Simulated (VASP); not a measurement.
# YBRh3 in VASP: a series of runs, part 2 of 2

VASP 6.6.1. The steps go on from the part before.

### Step 3. Single point, PBE

This run uses another cell than the first one, of 16.16 Å³/atom, 0.998 times its volume.

INCAR

```
  PREC = Accurate
  ENCUT = 520
  EDIFF = 1E-6
  ISMEAR = 0
  SIGMA = 0.1
  LREAL = False
  LASPH = True
  NELM = 100
  ALGO = Fast
  ISIF = 2
  LWAVE = False
  LCHARG = False
  GGA = PE
  NBANDS = 70
```

KPOINTS

```
Automatic mesh
0
Gamma
  3 3 3
```

POSCAR

```
YBRh3
1.0
    5.4033220000     -0.6896750000     -0.5718570000
    0.5398900000      5.2245880000     -0.1503460000
    0.2783810000     -0.0164460000      5.6207730000
Y Rh B
2 6 2
Direct
    0.1759575835      0.5412603568      0.2868064420
    0.6813112921      0.5746988716      0.5956136831
    0.6013004916      0.8748615906      0.0182081425
    0.1512408201      0.9613287516      0.9897024936
    0.2110517705      0.5045473439      0.7914306640
    0.8314349878      0.0916064191      0.6812521296
    0.2044179005      0.0587773408      0.4613567823
    0.5917185613      0.3848624998      0.0598017281
    0.4221023700      0.1505901338      0.7713093589
    0.8325218254      0.1530264321      0.2944527995
```

Potentials or basis: VASP PAW PBE potentials, release 64 (Y_sv, Rh_pv, B).

On the command line:

```
cat potpaw_PBE.64/Y_sv/POTCAR potpaw_PBE.64/Rh_pv/POTCAR potpaw_PBE.64/B/POTCAR > POTCAR
mpirun -np 1 vasp_std > vasp.out
```

OUTCAR:

```text
PREC = Accurate
   ENCUT = 520
   EDIFF = 1E-6
   ISMEAR = 0
   LREAL = False
   LASPH = True
   NELM = 100
   ISIF = 2
   GGA = PE

 ion  position               nearest neighbor table
   1  0.176  0.541  0.287-   7 2.75  10 2.75   8 2.80   4 2.81   5 2.81   5 2.85   7 2.87   2 3.19
                             2 3.30   3 3.34   4 3.43   8 3.45   6 3.82
   2  0.681  0.575  0.596-   6 2.73   6 2.84   9 2.85   5 2.88   3 2.88   8 2.88  10 2.92   5 3.08
                             8 3.16   1 3.19   1 3.30   3 3.66   7 3.74   7 3.76   4 3.82
   3  0.601  0.875  0.018-   9 2.24  10 2.40   4 2.51   8 2.59   6 2.61   8 2.69   2 2.88   4 3.05
                             5 3.06   1 3.34   2 3.66
   4  0.151  0.961  0.990-   9 2.21   3 2.51   6 2.52   5 2.65   7 2.69  10 2.70   1 2.81   3 3.05
                             7 3.06   5 3.11   8 3.25   1 3.43   2 3.82
   5  0.211  0.505  0.791-   9 2.21   8 2.60   4 2.65   1 2.81   1 2.85   2 2.88   7 2.95   6 3.00
                             3 3.06   2 3.08   4 3.11
   6  0.831  0.092  0.681-  10 2.21   9 2.35   7 2.45   4 2.52   3 2.61   2 2.73   2 2.84   8 2.98
                             5 3.00   1 3.82
   7  0.204  0.059  0.461-   9 2.10  10 2.27   6 2.45   4 2.69   1 2.75   1 2.87   5 2.95   4 3.06
                             2 3.74   2 3.76
   8  0.592  0.385  0.060-   9 2.17  10 2.22   3 2.59   5 2.60   3 2.69   1 2.80   2 2.88   6 2.98
                             2 3.16   4 3.25   1 3.45
   9  0.422  0.151  0.771-   7 2.10   8 2.17   5 2.21   4 2.21   3 2.24   6 2.35   2 2.85
  10  0.833  0.153  0.294-   6 2.21   8 2.22   7 2.27   3 2.40   4 2.70   1 2.75   2 2.92

  LATTYP: Found a triclinic cell.
 ALAT       =    11.9515918389
 B/A-ratio  =     0.9864284387
 C/A-ratio  =     1.3651976607
 COS(alpha) =     0.0000989871
 COS(beta)  =     0.6048218648
 COS(gamma) =     0.7933116343

  Lattice vectors:

 A1 = (  -4.3235420000,  11.1388510000,   0.2711650000)
 A2 = (   1.3581610000,  10.4327300000,   5.3200810000)
 A3 = ( -10.8235160000,   6.6368300000, -10.2481780000)

Analysis of symmetry for initial positions (statically):
=====================================================================
 Subroutine PRICEL returns:
 Original cell was already a primitive cell.

 Routine SETGRP: Setting up the symmetry group for a
 triclinic supercell.

 Subroutine GETGRP returns: Found  1 space group operations
 (whereof  1 operations were pure point group operations)
 out of a pool of  2 trial point group operations.

The static configuration has the point symmetry C_1 .

Analysis of symmetry for dynamics (positions and initial velocities):
=====================================================================
 Subroutine PRICEL returns:
 Original cell was already a primitive cell.

 Routine SETGRP: Setting up the symmetry group for a
 triclinic supercell.

 Subroutine GETGRP returns: Found  1 space group operations
 (whereof  1 operations were pure point group operations)
 out of a pool of  2 trial point group operations.

The dynamic configuration has the point symmetry C_1 .

 Subroutine INISYM returns: Found  1 space group operations
 (whereof  1 operations are pure point group operations),
 and found     1 'primitive' translations

----------------------------------------------------------------------------------------

                                     Primitive cell
[... 80 lines left out ...]
   total plane-waves  NPLWV =  70560
   dimension x,y,z NGX =    42 NGY =   40 NGZ =   42
   dimension x,y,z NGXF=    84 NGYF=   80 NGZF=   84
   ions per type =               2   6   2
   NGX,Y,Z   is equivalent  to a cutoff of  12.75, 12.66, 12.41 a.u.
   NGXF,Y,Z  is equivalent  to a cutoff of  25.50, 25.31, 24.81 a.u.
 SYSTEM =  unknown system
   PREC   = accura    normal or accurate (medium, high low for compatibility)
   ISTART =      0    job   : 0-new  1-cont  2-samecut
   ICHARG =      2    charge: 1-file 2-atom 10-const
   ISPIN  =      1    spin polarized calculation?
   LNONCOLLINEAR =      F non collinear calculations
   LSORBIT =      F    spin-orbit coupling
   LASPH  =      T    aspherical Exc in radial PAW
   ENCUT  =  520.0 eV  38.22 Ry    6.18 a.u.  10.18  9.77 10.46*2*pi/ulx,y,z
   NELM   =    100;   NELMIN=  2; NELMDL= -5     # of ELM steps
   EDIFF  = 0.1E-05   stopping-criterion for ELM
   LREAL  =      F    real-space projection
   EDIFFG = 0.1E-04   stopping-criterion for IOM
   NSW    =      0    number of steps for IOM
   IBRION =     -1    ionic relax: 0-MD 1-quasi-New 2-CG
   NFREE  =      0    steps in history (QN), initial steepest desc. (CG)
   ISIF   =      2    stress and relaxation
   ISYM   =      2    0-nonsym 1-usesym 2-fastsym
   POTIM  = 0.5000    time-step for ionic-motion
   TEBEG  =    0.0;   TEEND  =   0.0 temperature during run
   PSTRESS=    0.0 pullay stress
   NELECT =     118.0000    total number of electrons
   NUPDOWN=      -1.0000    fix difference up-down
   EMIN   =  10.00;   EMAX   =-10.00  energy-range for DOS
   EFERMI =   0.00;   METHOD = LEGACY
   ISMEAR =     0;   SIGMA  =   0.10  broadening in eV -4-tet -1-fermi 0-gaus
   EFERMI_NEDOS =   21; number of points for ismear=-14 and -15
   IALGO  =     68    algorithm
   IMIX   =      4    mixing-type and parameters
     AMIX     =   0.40;   BMIX     =  1.00
     AMIX_MAG =   1.60;   BMIX_MAG =  1.00
  volume/ion in A,a.u.               =      16.16       109.07
  Fermi-wavevector in a.u.,A,eV,Ry     =   1.474134  2.785708 29.566407  2.173070
  Thomas-Fermi vector in A             =   2.588942
   LORBIT       =      0    0 simple, 1 ext, 2 COOP (PROOUT), +10 PAW based schemes
   GGA     = PE    functional components
   LHFCALC =     F    Hartree Fock is set to
   AEXX    =    0.0000 exact exchange contribution
   IVDW    =     0    specifies the selected vdW correction
   LEPSILON=     F    determine dielectric tensor
   LRPA    =     F    only Hartree local field effects (RPA)
 non-spin polarized calculation
 RMM-DIIS sequential band-by-band and
 Gauss-broadening in eV      SIGMA  =   0.10
  energy-cutoff  :      520.00
  volume of cell :      161.62
 maximum number of plane-waves:      4363
 NGX is ok and might be reduce to    42
   NGX = 21   NGY = 19   NGZ = 21

 number of electron     118.0000005 magnetization

 Free energy of the ion-electron system (eV)
  ---------------------------------------------------
  ext. energy  EPLUGINS =         0.00000000
  ---------------------------------------------------
  free energy    TOTEN  =       -71.39075927 eV

  energy without entropy =      -71.33623416  energy(sigma->0) =      -71.36349671

 E-fermi :   7.3677     XC(G=0): -12.0215

 val. band max:        7.3586148535   @ k =   0.3333  -0.0000   0.0000
 cond. band min:       7.3698125443   @ k =   0.0000   0.3333   0.3333
 fundamental gap:      0.0111976908
 Fermi energy:         7.3676766163

 k-point     1 :       0.0000    0.0000    0.0000
  band No.  band energies     occupation
      1     -39.1548      2.00000
      2     -39.1031      2.00000
      3     -38.9798      2.00000
      4     -38.9158      2.00000
      5     -38.8115      2.00000
      6     -38.7697      2.00000
[... 1011 lines left out ...]
     69      10.9632      0.00000
     70      11.1350      0.00000

------------------------ aborting loop because EDIFF is reached ----------------------------------------

  FORCE on cell =-STRESS in cart. coord.  units (eV):
  Direction    XX          YY          ZZ          XY          YZ          ZX
  --------------------------------------------------------------------------------------
  -------------------------------------------------------------------------------------
  Total        0.1194638      0.4865644     -2.5631617     -2.7956604     -0.9874718     -2.1891011
  in kB        1.1842703      4.8234179    -25.4091737    -27.7139830     -9.7890206    -21.7010300
  external PRESSURE =      -6.4671618 kB  Pullay stress =       0.0000000 kB

 VOLUME and BASIS-vectors are now :
 -----------------------------------------------------------------------------
  energy-cutoff  :      520.00
  volume of cell :      161.62
      direct lattice vectors                 reciprocal lattice vectors
     5.403322000 -0.689675000 -0.571857000     0.181683495 -0.019035057 -0.009053965
     0.539890000  5.224588000 -0.150346000     0.024043453  0.188899727 -0.000638097
     0.278381000 -0.016446000  5.620773000     0.019127585  0.003116117  0.176973255

 POSITION                                       TOTAL-FORCE (eV/Angst)
 -----------------------------------------------------------------------------------
      1.32282      2.70179      1.43007        -1.121676      0.039755     -0.856101
      4.15743      2.52289      2.87179         0.294683      0.616828     -0.025532
      3.72642      4.15579     -0.37305         1.265366     -0.554128      1.086213
      1.61173      4.90196      5.33187        -0.510119      1.523618      0.146516
      1.63310      2.47748      4.25190        -0.762505     -0.215975     -1.071333
      4.73162     -0.10602      3.33993        -2.620915      1.148082     -0.328982
      1.26470      0.15852      2.46745         1.578728     -0.624936     -0.594001
      3.42168      1.60167     -0.06011         1.993948     -1.077517      1.441779
      2.57678      0.48297      4.07133         0.479903     -0.085323      0.560094
      4.66297      0.22049      1.15596        -0.597412     -0.770403     -0.358654
 -----------------------------------------------------------------------------------
    total drift:                               -0.000108     -0.000911      0.000320

  FREE ENERGIE OF THE ION-ELECTRON SYSTEM (eV)
  ---------------------------------------------------
  free  energy   TOTEN  =       -71.3907592651 eV

  energy  without entropy=      -71.3362341558  energy(sigma->0) =      -71.36349671
```

It took 2.6 min on 1 thread of AMD EPYC 9R45 (Zen 5), shared host; peak memory 0.31 GiB.

Results:

* Free energy: -71.3908 eV
* Pressure: -0.6 GPa
* Largest force: 2.880 eV/Å
* Band gap on the k mesh: none (metal or under the smearing width)

Forces in eV/Å, atoms in the order of the input:
```
Y   -1.122  0.040 -0.856
Y    0.295  0.617 -0.026
Rh   1.265 -0.554  1.086
Rh  -0.510  1.524  0.147
Rh  -0.763 -0.216 -1.071
Rh  -2.621  1.148 -0.329
Rh   1.579 -0.625 -0.594
Rh   1.994 -1.078  1.442
B    0.480 -0.085  0.560
B   -0.597 -0.770 -0.359
```

Levels at points of the mesh, in eV from the Fermi level:
```tsv
k point	band 55	band 56	band 57	band 58	band 59	band 60	band 61	band 62	band 63	band 64
(0.00, 0.00, 0.00)	-0.69	-0.55	-0.49	-0.18	0.08	0.28	0.61	0.87	1.22	1.55
```

Caveat: the k mesh is coarse (spacing up to 0.40 Å⁻¹), so the values aren't converged.

### Step 4. Single point, PBE

This run uses another cell than the first one, of 16.01 Å³/atom, 0.988 times its volume.

INCAR

```
SYSTEM = YBRh3
PREC = Accurate ; ENCUT = 520
EDIFF = 1E-6 ; ISMEAR = 0
SIGMA = 0.1 ; LREAL = .False.
LASPH = .True. ; NELM = 100
ALGO = Fast ; ISIF = 2
LWAVE = .False. ; LCHARG = .False.
GGA = PE ; NBANDS = 70
```

KPOINTS

```
regular mesh
0
Gamma
  3 3 3
  0 0 0
```

POSCAR

```
YBRh3
1.0
    5.3860460000     -0.6874700000     -0.5700290000
    0.5381640000      5.2078840000     -0.1498660000
    0.2774910000     -0.0163940000      5.6028030000
Y Rh B
2 6 2
Direct
    0.1694679636      0.5396231032      0.2812848872
    0.6864633378      0.5782567036      0.5957596634
    0.6038194509      0.8720241299      0.0233473078
    0.1506100271      0.9656434971      0.9889254024
    0.2121343186      0.5038820753      0.7866547342
    0.8288550148      0.0982181527      0.6802969794
    0.2065390143      0.0625367039      0.4660560711
    0.5933935314      0.3823994496      0.0619570592
    0.4132869517      0.1319822869      0.8000524390
    0.8115090582      0.1006388229      0.2853594950
```

On the command line:

```
cat potpaw_PBE.64/Y_sv/POTCAR potpaw_PBE.64/Rh_pv/POTCAR potpaw_PBE.64/B/POTCAR > POTCAR
mpirun -np 1 vasp_std > vasp.out
```

Wall time 2.6 min (1 thread of AMD EPYC 9R45 (Zen 5), shared host); peak memory 0.31 GiB.

It converged, with:

| Quantity | Value |
| --- | --- |
| Free energy | -71.7949 eV |
| Pressure | 0.7 GPa |
| Largest force | 2.864 eV/Å |
| Band gap on the k mesh | none (metal or under the smearing width) |

Forces in eV/Å, atoms in the order of the input:
```
Y   -1.088 -0.136 -0.782
Y   -0.004  0.557 -0.040
Rh   1.372 -0.960  1.301
Rh  -1.253  1.012  0.778
Rh  -0.743 -0.245 -0.899
Rh  -2.653  0.970 -0.472
Rh   1.783 -0.892 -0.635
Rh   1.675 -0.953  1.396
B    0.734  0.648 -0.668
B    0.178 -0.002  0.020
```

Stress tensor (GPa, compression positive):
```
 1.43 -3.41 -2.46
-3.41  1.95 -1.27
-2.46 -1.27 -1.22
```

Levels at points of the mesh, in eV from the Fermi level:
| k point | band 56 | band 57 | band 58 | band 59 | band 60 | band 61 | band 62 | band 63 |
| --- | --- | --- | --- | --- | --- | --- | --- | --- |
| (0.00, 0.00, 0.00) | -0.59 | -0.54 | -0.26 | 0.09 | 0.22 | 0.70 | 1.01 | 1.20 |

Caveat: the k mesh is coarse (spacing up to 0.40 Å⁻¹), so the values aren't converged.

### Step 5. Summary

| cell | gap on the mesh (eV) | pressure (GPa) | largest force (eV/Å) |
| --- | --- | --- | --- |
| P1, 16.2 Å³/atom | none | 0.0 | 2.79 |
| P1, 16.16 Å³/atom | none | -0.6 | 2.88 |
| P1, 16.01 Å³/atom | none | 0.7 | 2.86 |

Alike in all rows: task single point; level PBE; potentials or basis VASP PAW PBE potentials, release 64 (Y_sv, Rh_pv, B); no spin polarisation; k mesh 3 × 3 × 3; cutoff (eV) 520; smearing gaussian 0.1 eV; the mesh is coarse, so values aren't converged.

Caveats: all runs use coarse meshes.

Total energies depend on the potentials used, so only differences within one code and one set of settings carry meaning.
